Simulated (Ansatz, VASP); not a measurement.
# LuPd: VASP beside Ansatz

Aim: how closely do two programs agree when they are given the same cell, functional and k mesh? The cell is taken from a series of runs on this material, whose earlier steps may have relaxed, scaled, displaced or heated it; both programs get it as it stands.

Main program and level: Ansatz 0.2.0; plane waves, with VASP 6.6.1 beside it; zone-centre phonons at PBEsol.

### 1. Set-up

Symmetry: Pm-3m, No. 221, cubic system. The conventional cell has a = 3.392 Å, b = 3.392 Å, c = 3.392 Å, α = 90.00°, β = 90.00°, γ = 90.00°. Nearest to Lu lie 8 Pd at 2.94 Å. Nearest to Pd lie 8 Lu at 2.94 Å. Farther neighbours are not listed.

Structure file:

```cif
data_structure
_symmetry_space_group_name_H-M 'Pm-3m'
_symmetry_Int_Tables_number 221
_cell_length_a 3.3920
_cell_length_b 3.3920
_cell_length_c 3.3920
_cell_angle_alpha 90.000
_cell_angle_beta 90.000
_cell_angle_gamma 90.000
_cell_volume 39.03
loop_
_atom_site_label
_atom_site_type_symbol
_atom_site_symmetry_multiplicity
_atom_site_Wyckoff_symbol
_atom_site_fract_x
_atom_site_fract_y
_atom_site_fract_z
_atom_site_occupancy
Lu1 Lu 1 a 0.00000 0.00000 0.00000 1
Pd1 Pd 1 b 0.50000 0.50000 0.50000 1
```

### 2. Ansatz: zone-centre phonons, PBEsol

Ansatz runs on its PAW soft_1 files.

Second derivatives magnify differences that forces hide, and they need a tight electronic threshold.

File input.yaml:

```yaml
crystal:
  lattice:
    - [3.3919594764, 0.0, 0.0]
    - [0.0, 3.3919594764, 0.0]
    - [0.0, 0.0, 3.3919594764]
  atoms:
    - { symbol: Lu, position: [0.0, 0.0, 0.0] }
    - { symbol: Pd, position: [0.5, 0.5, 0.5] }
kpoints:
  mp_grid: { grid: [16, 16, 16] }
hamiltonian:
  xc: pbesol
  pseudopotentials: { kind: paw, azcp: { folder: soft_1 }, xc_functional: pbe }
scf:
  occupations: { method: fermi_dirac, width: 0.1 }
output:
  eigenvalues: true
phonons:
  method: dfpt
  qpoints:
    - [0, 0, 0]
    - [0.0, 0.0625, 0.0]
    - [0.0, 0.1875, 0.0]
    - [0.0, 0.3125, 0.0]
    - [0.0, 0.4375, 0.0]
```

Run with:

```console
$ ansatz run input.yaml --threads 4 --pin off --max-ram 12288MiB --backend cpu --events-out ev --progress --plain --runs-dir out
```

Numbers of over 12 decimals in the logs are rounded to 6 here.

The program printed:

```text
Engine: ansatz 0.2.0, aarch64-unknown-linux-gnu
Pseudopotentials: kind: paw
Pseudopotential: Lu, paw, valence charge 25, recommended cutoff 420 eV (normal), soft_1/Lu.paw.azcp
Pseudopotential: Pd, paw, valence charge 18, recommended cutoff 420 eV (normal), soft_1/Pd.paw.azcp
Functional definition: PBEsol
  exchange = pbesol_x
  correlation = pbesol_c
Crystal: 2 atoms, lattice volume = 39.026 Å³
Basis set: ecut = 420 eV, 751 PW (Γ), exchange–correlation on 48×48×48 points (8 copies of the dense FFT grid, shifted against one another)
Bands: 26, of which v1, the nominal top of the filled ones, is band 22 counted from 1 (21 counted from 0)
Symmetry: 48 space group operations
k-points: 165 of 4096
Non-local potential: Lu, projectors of the file, l = 0: 3, l = 1: 2, l = 2: 2, l = 3: 3
Non-local potential: Pd, projectors of the file, l = 0: 2, l = 1: 2, l = 2: 2, l = 3: 1
PAW form: soft (Blöchl's): semilocal exchange-correlation on the pseudo side does not see the compensation charge
PAW frozen core: Lu, regenerated for the run's functional, and the local potential with it (the file was generated under x = pbe(κ = 0.804, μ = 0.219515), c = pbe(β = 0.066725))
PAW frozen core: Pd, regenerated for the run's functional, and the local potential with it (the file was generated under x = pbe(κ = 0.804, μ = 0.219515), c = pbe(β = 0.066725))
PAW one-centre angular grid: Lu, 590 points (default); XC on 64 Gauss nodes
PAW one-centre angular grid: Pd, 590 points (default); XC on 64 Gauss nodes
Initial density: superposition of atomic densities (chi_scale 0.1, normalization cell, long waves kept (reshape's long-wave potential 0.00 eV rms))
Initial wavefunctions: pseudopotential atomic-orbital guess
Functional: x = pbesol(κ = 0.804, μ = 0.123457), c = pbesol(β = 0.046)
SCF iter   1: F=—  HF=-21539.432839 eV  |F-HF|=—  |Δ(HF+E_count)|=         —  Δρ=5.27e-1  dr2=1.92e2  ethr=3.10e-3  ⟨swp⟩=6.1  Hψ=19833  notcnv=0
preconditioner: auto → Kerker (q_TF=auto, 2.773 Å⁻¹)  [metal: Δε(μ)=0.019 eV  Ē_g=13.417 eV  σ=0.100 eV  W_gap=0.05  n_scr=18 (ndim 8)  ℏωp=34.1 eV  f_vac=0.000  D(μ)=2.07/eV (n_scr^D=18)]
SCF iter   2: F=—  HF=-21524.368921 eV  |F-HF|=—  |Δ(HF+E_count)|=    1.51e1  Δρ=2.11e-1  dr2=3.34e1  ethr=3.10e-3  ⟨swp⟩=4.4  Hψ=13664  notcnv=0  defer=1
SCF iter   3: F=—  HF=-21521.540871 eV  |F-HF|=—  |Δ(HF+E_count)|=    2.83e0  Δρ=5.80e-2  dr2=2.51e0  ethr=3.10e-3  ⟨swp⟩=3.8  Hψ=10487  notcnv=0
SCF iter   4: F=—  HF=-21520.948698 eV  |F-HF|=—  |Δ(HF+E_count)|=   5.92e-1  Δρ=3.91e-2  dr2=1.04e0  ethr=3.10e-3  ⟨swp⟩=3.6  Hψ=11461  notcnv=0
SCF iter   5: F=—  HF=-21520.678473 eV  |F-HF|=—  |Δ(HF+E_count)|=   2.70e-1  Δρ=2.52e-2  dr2=1.16e-1  ethr=2.41e-3  ⟨swp⟩=4.1  Hψ=10713  notcnv=0
SCF iter   6: F=—  HF=-21520.643168 eV  |F-HF|=—  |Δ(HF+E_count)|=   3.53e-2  Δρ=5.39e-3  dr2=1.74e-2  ethr=2.69e-4  ⟨swp⟩=3.1  Hψ=13923  notcnv=0
SCF iter   7: F=—  HF=-21520.636061 eV  |F-HF|=—  |Δ(HF+E_count)|=   7.11e-3  Δρ=1.27e-3  dr2=9.71e-4  ethr=4.04e-5  ⟨swp⟩=2.3  Hψ=8226  notcnv=0
SCF iter   8: F=—  HF=-21520.635982 eV  |F-HF|=—  |Δ(HF+E_count)|=   7.88e-5  Δρ=7.76e-4  dr2=4.13e-4  ethr=2.26e-6  ⟨swp⟩=2.3  Hψ=8544  notcnv=0
SCF iter   9: F=—  HF=-21520.635862 eV  |F-HF|=—  |Δ(HF+E_count)|=   1.20e-4  Δρ=2.81e-4  dr2=6.10e-5  ethr=9.61e-7  ⟨swp⟩=2.4  Hψ=7147  notcnv=0
SCF iter  10: F=—  HF=-21520.635840 eV  |F-HF|=—  |Δ(HF+E_count)|=   2.26e-5  Δρ=5.38e-5  dr2=9.17e-7  ethr=1.42e-7  ⟨swp⟩=2.2  Hψ=8061  notcnv=0
SCF iter  11: F=—  HF=-21520.635841 eV  |F-HF|=—  |Δ(HF+E_count)|=   1.35e-6  Δρ=3.29e-5  dr2=2.56e-7  ethr=2.13e-9  ⟨swp⟩=3.1  Hψ=10845  notcnv=0
SCF iter  12: F=—  HF=-21520.635841 eV  |F-HF|=—  |Δ(HF+E_count)|=   9.20e-8  Δρ=1.08e-5  dr2=2.75e-8  ethr=5.96e-10  ⟨swp⟩=2.8  Hψ=9462  notcnv=0
SCF iter  13: F=—  HF=-21520.635841 eV  |F-HF|=—  |Δ(HF+E_count)|=   9.53e-9  Δρ=1.33e-6  dr2=4.85e-10  ethr=6.40e-11  ⟨swp⟩=2.3  Hψ=8521  notcnv=0
SCF iter  14: F=-21520.635841 eV  HF=-21520.635841 eV  |F-HF|=7.28e-12  |Δ(HF+E_count)|=  2.69e-10  Δρ=1.92e-7  dr2=8.77e-12  ethr=1.00e-12  ⟨swp⟩=8.3  Hψ=38977  notcnv=0
SCF 1 converged in 14 iterations: F = -21520.635841 eV  dr2 = 8.77e-12
  greatest PAW one-centre occupation: 0.999 electrons in one spin orbital (limit 2), on the Pd atom at site 1 (counted from 0), in its partial waves of l = 0
NSCF: frozen V_eff on 165 k-points
NSCF: frozen V_eff on 405 k-points
DFPT response loops at q = (0, 0, 0) (fractional): preconditioner auto → Kerker (q_TF=auto, 2.773 Å⁻¹) (partly filled bands, converged f_vac=0.000); β = 1.00, the filter's whole step (`scf.mixing.beta` (0.50) is not read by the response loops under this deck's `scf.mixing.preconditioner`; to damp them name `kerker` or `kerker_dos`, under which they read `scf.mixing.beta`, and type it under 1.00, their step now; both keys bind the ground state too); Broyden in place of MSR1
NSCF: frozen V_eff on 2592 k-points
DFPT response loops at q = (0, 0.0625, 0) (fractional): mixed as the last ones told, above
NSCF: frozen V_eff on 2592 k-points
DFPT response loops at q = (0, 0.1875, 0) (fractional): mixed as the last ones told, above
NSCF: frozen V_eff on 2592 k-points
DFPT response loops at q = (0, 0.3125, 0) (fractional): mixed as the last ones told, above
NSCF: frozen V_eff on 2592 k-points
DFPT response loops at q = (0, 0.4375, 0) (fractional): mixed as the last ones told, above
SCF converged after 14 iterations
Free energy (F): -21520.635841 eV
Harris-Foulkes:  -21520.635841 eV  (|F-HF|=7.28e-12)
Internal energy: -21520.598522 eV  (E = F + TS)
E sigma→0 (E₀):  -21520.617182 eV
Entropy (-TS):   -0.037319 eV (-18.659 meV/atom)
Fermi energy:    18.154604 eV
--- Per-component energies (eV) ---
  E_band       = -77.609954
  E_kinetic    = 870.119312
  E_local      = -8196.362106  (includes V_loc(G=0)·N_el)
  E_nonlocal   = 1056.140193
  E_hartree    = 3386.509518
  E_xc         = -345.630028
  E_vxc        = -428.987906  (∫ρ·V_xc dr)
  E_paw        = -11045.546986  (= ΣΔE_a)
  E_vpaw       = -151.538762  (= ΣTr[D̂ρ^β])
  E_aug_tail   = 0.000208  (compensation charges beyond the density's cutoff)
  E_ewald      = -7247.323043
  E_core_change = 1.494410  (= ΣΔE_core)
  E_smearing   = -0.037319  (= −TS)
  E_closure    = 0.000000  (closes the sum)
  Σ components = -21520.635841   (vs F -21520.635841, Δ=0.00e0)
--- Band table (eV; the first three rows and the last of 165) ---
  k-point 0: bands = [... 18 lower, 15.2043, 15.2043, 15.2043, 19.8448, 19.8448, 24.0994, 24.0994, 24.0994]
  k-point 1: bands = [... 18 lower, 15.1992, 15.1992, 15.2170, 19.7994, 19.8523, 23.6478, 23.6478, 24.0738]
  k-point 2: bands = [... 18 lower, 15.1852, 15.1852, 15.2533, 19.6683, 19.8460, 22.9127, 22.9127, 24.0011]
  k-point 164: bands = [... 18 lower, 16.0523, 16.0523, 16.8773, 16.8773, 16.8773, 22.6184, 25.3376, 25.3376]
--- Phonons (Γ-DFPT): 2 representative perturbations + reference (Σ response iterations 7) ---
  ASR residual: 4.405e-4 → 0.000e0 eV/Å²; symmetrization residual: 1.853e-7 eV/Å²
  ASR residual per site (eV/Å²): 4.41e-4 2.00e-4
  Γ frequencies (cm⁻¹): 0.00 0.00 0.00 114.83 114.83 114.83
  non-analytic LO–TO correction: not included (Born effective charges unavailable; polar crystals: no LO–TO splitting at Γ)
--- Phonons (arbitrary-q DFPT): 5 explicit q-points ---
  q = [0, 0, 0] (of the zone-centre solve; hermiticity 1.15e-7, symmetrization 8.08e-12): -0.00 -0.00 -0.00 114.83 114.83 114.83
  q = [0, 0.0625, 0] (4 solved perturbations in 4032 linear systems a pass and spin channel, the states on 1296 of 4096 k-point pairs; hermiticity 9.15e-7, symmetrization 5.72e-11): 11.79 11.79 22.24 114.28 114.28 115.13
  q = [0, 0.1875, 0] (4 solved perturbations in 4032 linear systems a pass and spin channel, the states on 1296 of 4096 k-point pairs; hermiticity 1.71e-6, symmetrization 4.32e-10): 34.34 34.34 60.88 110.22 110.22 117.05
  q = [0, 0.3125, 0] (4 solved perturbations in 4032 linear systems a pass and spin channel, the states on 1296 of 4096 k-point pairs; hermiticity 1.42e-6, symmetrization 1.84e-10): 53.71 53.71 87.79 102.51 102.51 128.19
  q = [0, 0.4375, 0] (4 solved perturbations in 4032 linear systems a pass and spin channel, the states on 1296 of 4096 k-point pairs; hermiticity 1.75e-6, symmetrization 6.09e-11): 66.00 66.00 93.87 93.87 104.32 140.04
  sum rule: each row above includes the acoustic sum rule's correction from the zone centre's row sums; it moved no ω² by more than (0.83 cm⁻¹)²
```

The column dr2 measures how far the density is from self-consistency, as an energy; F and HF (Harris–Foulkes) agree once it is small.

(Part 1 of 2 ends here.)

[Lines on the potential files, build, host, timing and source positions are cut from VASP's logs without a mark.]

[Logs are printed without paths, hosts, clocks, repeated set-up lines and the standing remarks that a program may print on its own settings, such as how far it seeks lower states.]

[Hosts, paths, dates, database ids (printed as entryN), source tags and the programs' standing remarks are cut or masked in the printed files.]
